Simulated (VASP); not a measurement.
Computed with PBE GGA, VASP's PBE PAW potentials (set 64) (plane waves; VASP 6.6.1).

VASP ran on this input.

File KPOINTS:
```
k-points along high-symmetry lines
9
Line-mode
Reciprocal
  0.000000   0.000000   0.000000 ! GAMMA
  0.500000  -0.500000   0.000000 ! Z

  0.500000  -0.500000   0.000000 ! Z
  1.000000  -0.500000   0.000000 ! D

  1.000000  -0.500000   0.000000 ! D
  0.500000   0.000000   0.000000 ! B

  0.500000   0.000000   0.000000 ! B
  0.000000   0.000000   0.000000 ! GAMMA

  0.000000   0.000000   0.000000 ! GAMMA
  0.500000   0.000000  -0.500000 ! A

  0.500000   0.000000  -0.500000 ! A
  1.000000  -0.500000  -0.500000 ! E

  1.000000  -0.500000  -0.500000 ! E
  0.500000  -0.500000   0.000000 ! Z

  0.500000  -0.500000   0.000000 ! Z
  0.500000  -0.500000  -0.500000 ! C_2

  0.500000  -0.500000  -0.500000 ! C_2
  0.000000   0.000000  -0.500000 ! Y_2

  0.000000   0.000000  -0.500000 ! Y_2
  0.000000   0.000000   0.000000 ! GAMMA
```

POSCAR:
```
AlIn3N4
1.0
  3.4907555963  -5.9969624983   0.0126517172
  1.7240720467   2.9861806586   0.0000000000
  0.0102186536  -0.0058997418   5.6092898552
In N Al
3 4 1
direct
  0.3430481109   0.3430481109   0.5023176687
  0.1652167874   0.6652177874   0.0009098305
  0.8247923668   0.3247913668   0.5024297615
  0.3640597367   0.3640597367   0.8907539867
  0.1636949284   0.6636959284   0.3876036042
  0.8048740825   0.3048730825   0.8984266913
  0.6694638822   0.6694648822   0.3423061149
  0.6648481053   0.6648491053   0.0032523420
```

### INCAR
```
! general
SYSTEM  = AlIn3N4
PREC    = Accurate
ENCUT   = 500
LREAL   = .FALSE.
LASPH   = .TRUE.
ICHARG  = 11

! electronic loop
EDIFF   = 1E-6
NELM    = 100
ALGO    = Normal
LMAXMIX = 4

! smearing
ISMEAR  = 0
SIGMA   = 0.05

! functional
GGA     = PE

! output
LWAVE   = .FALSE.
LCHARG  = .FALSE.
```

POTCAR, in this order: In_d N Al (PBE.64 set). Program: vasp_std. Read from the step before: CHGCAR.

Output of the run:

File OSZICAR:
```
       N       E                     dE             d eps       ncg     rms          rms(c)
DAV:   1     0.668841548676E+03    0.66884E+03   -0.28825E+04  6670   0.216E+03
DAV:   2     0.665359415588E+02   -0.60231E+03   -0.58548E+03  6710   0.545E+02
DAV:   3    -0.386006243949E+02   -0.10514E+03   -0.10117E+03  8156   0.218E+02
DAV:   4    -0.459322433062E+02   -0.73316E+01   -0.72322E+01  8408   0.563E+01
DAV:   5    -0.461911856732E+02   -0.25894E+00   -0.25841E+00  9150   0.104E+01
DAV:   6    -0.462006274531E+02   -0.94418E-02   -0.94402E-02 10110   0.179E+00
DAV:   7    -0.462007953128E+02   -0.16786E-03   -0.16785E-03  9977   0.249E-01
DAV:   8    -0.462008005924E+02   -0.52797E-05   -0.52791E-05  9961   0.441E-02
DAV:   9    -0.462008007043E+02   -0.11191E-06   -0.11247E-06  6329   0.721E-03
   1 F= -.46200801E+02 E0= -.46200800E+02  d E =-.526457E-06
```

**OUTCAR**
```
 val. band max:        6.3108621139   @ k =   0.0000   0.0000   0.0000

 cond. band min:       6.6040602303   @ k =   0.0000   0.0000   0.0000



 k-point     1 :       0.0000    0.0000    0.0000
  band No.  band energies     occupation
      1      -8.5442      2.00000
      2      -8.3393      2.00000
      3      -8.1466      2.00000
      4      -7.9247      2.00000
      5      -7.0292      2.00000
      6      -6.9993      2.00000
      7      -6.9755      2.00000
      8      -6.9383      2.00000
      9      -6.8992      2.00000
     10      -6.8714      2.00000
     11      -6.8001      2.00000
     12      -6.7948      2.00000
     13      -6.7296      2.00000
     14      -6.6169      2.00000
     15      -6.6154      2.00000
     16      -6.5431      2.00000
     17      -5.4929      2.00000
     18      -5.3764      2.00000
     19      -4.7483      2.00000
     20       0.4837      2.00000
     21       0.9542      2.00000
     22       1.8228      2.00000
     23       2.8552      2.00000
     24       3.9122      2.00000
     25       4.4177      2.00000
     26       5.1628      2.00000
     27       5.2390      2.00000
     28       5.6947      2.00000
     29       5.9882      2.00000
     30       6.1916      2.00000
     31       6.3109      1.99997
     32       6.6041      0.00004
     33       9.3909      0.00000
     34      10.6411      0.00000
     35      11.1531      0.00000
     36      11.4944      0.00000
     37      13.0881      0.00000

 k-point     2 :       0.0625   -0.0625    0.0000
  band No.  band energies     occupation
      1      -8.5413      2.00000
      2      -8.3325      2.00000
      3      -8.1477      2.00000
      4      -7.9215      2.00000
      5      -7.0240      2.00000
      6      -6.9931      2.00000
      7      -6.9647      2.00000
      8      -6.9380      2.00000
      9      -6.8929      2.00000
     10      -6.8725      2.00000
     11      -6.7991      2.00000
     12      -6.7873      2.00000
...
```

The density is held fixed in this step, so its total energy and stress have no physical meaning. Unless said otherwise, spin-orbit coupling is left out, though it shifts the bands of the heavy elements here.

The structure was generated: AlIn3N4 was put into an ordered model structure (Pm), which need not be its known phase. It was relaxed first.
